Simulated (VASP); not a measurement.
Computed with PBEsol GGA, VASP's PBE PAW potentials (set 64) (plane waves; VASP 6.6.1).

Input for VASP

POSCAR:
```
GaAs
1.0
  0.0000000000   2.7734579264   2.7734579264
  2.7734579264   0.0000000000   2.7734579264
  2.7734579264   2.7734579264   0.0000000000
Ga As
1 1
Cart
  0.0000000000   0.0000000000   0.0000000000
  1.3867289632   1.3867289632   1.3867289632
```

INCAR:
```
# general
SYSTEM =GaAs
PREC   =Accurate
ENCUT  =500
LREAL  =.FALSE.
LASPH  =.TRUE.

# electronic loop
EDIFF  =1E-6
NELM   =100
ALGO   =Normal
LMAXMIX=4

# smearing
ISMEAR =0
SIGMA  =0.05

# functional
GGA    =PS

# ions
IBRION =2
NSW    =40
ISIF   =3
EDIFFG =-0.02
PSTRESS=50

# output
LWAVE  =.FALSE.
LCHARG =.FALSE.
```

File KPOINTS:
```
kpoints
0
gamma
8 8 8
0 0 0
```

POTCAR, in this order: Ga_d As (PBE.64 set). Program: vasp_std.

### Question
What will the output report for the number of irreducible k-points (NKPTS), largest plane-wave count, number of space-group operations, FFT grid (NGX, NGY, NGZ)?

### Answer

The number of irreducible k-points (NKPTS) is 29 and the largest plane-wave count comes out as 1106. The number of space-group operations comes out as 24 and the FFT grid (NGX, NGY, NGZ) comes out as 30 × 30 × 30.

The compound is GaAs in the zinc blende structure. It was relaxed first under an external pressure of 5 GPa.
